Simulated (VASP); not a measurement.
Output of a VASP run:

**OSZICAR**
```
       N       E                     dE             d eps       ncg     rms          rms(c)
DAV:   1     0.412570235205E+02    0.41257E+02   -0.56896E+03  2730   0.109E+03
DAV:   2    -0.374195307660E+01   -0.44999E+02   -0.43098E+02  2693   0.205E+02
DAV:   3    -0.411273486218E+01   -0.37078E+00   -0.37061E+00  3047   0.223E+01
DAV:   4    -0.411345585783E+01   -0.72100E-03   -0.72098E-03  2941   0.949E-01
DAV:   5    -0.411346027884E+01   -0.44210E-05   -0.44205E-05  2903   0.661E-02    0.710E+00
DAV:   6    -0.379640702338E+01    0.31705E+00   -0.14124E+00  2656   0.130E+01    0.426E+00
DAV:   7    -0.378050234503E+01    0.15905E-01   -0.18111E-02  2878   0.141E+00    0.226E+00
DAV:   8    -0.377508247586E+01    0.54199E-02   -0.10214E-03  2649   0.374E-01    0.941E-02
DAV:   9    -0.377509529292E+01   -0.12817E-04   -0.64566E-06  3074   0.249E-02    0.103E-02
DAV:  10    -0.377509552802E+01   -0.23510E-06   -0.19531E-06  2786   0.139E-02
   1 F= -.32908635E+01 E0= -.32907046E+01  d E =-.329086E+01
```

**OUTCAR**
```
------------------------ aborting loop because EDIFF is reached ----------------------------------------
  FORCE on cell =-STRESS in cart. coord.  units (eV):
  Direction    XX          YY          ZZ          XY          YZ          ZX
  --------------------------------------------------------------------------------------
  Total        0.4817057      0.4817057      0.4817057      0.0000000      0.0000000      0.0000000
  in kB       49.7391449     49.7391449     49.7391449      0.0000000      0.0000000      0.0000000
  external PRESSURE =      -0.2608551 kB  Pullay stress =      50.0000000 kB
  volume of cell :       15.52
      direct lattice vectors                 reciprocal lattice vectors
     0.000000000  1.979648202  1.979648202    -0.252570128  0.252570128  0.252570128
     1.979648202  0.000000000  1.979648202     0.252570128 -0.252570128  0.252570128
     1.979648202  1.979648202  0.000000000     0.252570128  0.252570128 -0.252570128
 POSITION                                       TOTAL-FORCE (eV/Angst)
 -----------------------------------------------------------------------------------
      0.00000      0.00000      0.00000        -0.000000     -0.000000     -0.000000
 -----------------------------------------------------------------------------------
    total drift:                               -0.000000     -0.000000     -0.000000
  FREE ENERGIE OF THE ION-ELECTRON SYSTEM (eV)
  ---------------------------------------------------
  free  energy   TOTEN  =        -3.7750955280 eV

  energy  without entropy=       -3.7746186726  energy(sigma->0) =       -3.77493658
  enthalpy is  TOTEN    =        -3.2908635380 eV   P V=        0.4842319900

 reached required accuracy - stopping structural energy minimisation
```
(Selected blocks of OUTCAR.)

### POSCAR
```
Ag
1
   -0.0000000000     1.9796482020     1.9796482020
    1.9796482020     0.0000000000     1.9796482020
    1.9796482020     1.9796482020     0.0000000000
Ag
1
Direct
  0.0000000000   0.0000000000   0.0000000000
```

Q: Reconstruct the remaining input files.

A: This is not unique; one that fits is the input of the run itself, LDA (Ceperley-Alder, Perdew-Zunger), plane waves, VASP's LDA PAW potentials (set 64).

KPOINTS:
```
Automatic mesh
0
Gamma
16 16 16
0 0 0
```

### INCAR
```
SYSTEM = Ag
PREC = Accurate
ENCUT = 500
EDIFF = 1E-6
NELM = 100
ALGO = Normal
LREAL = .FALSE.
LASPH = .TRUE.
ISMEAR = 1
SIGMA = 0.1
LMAXMIX = 4
LWAVE = .FALSE.
LCHARG = .FALSE.
IBRION = 2
ISIF = 3
NSW = 40
EDIFFG = -0.02
PSTRESS = 50
```

POTCAR, in this order: Ag (LDA.64 set). Program: vasp_std.

The compound is Ag in the fcc structure. It was relaxed first under an external pressure of 5 GPa.
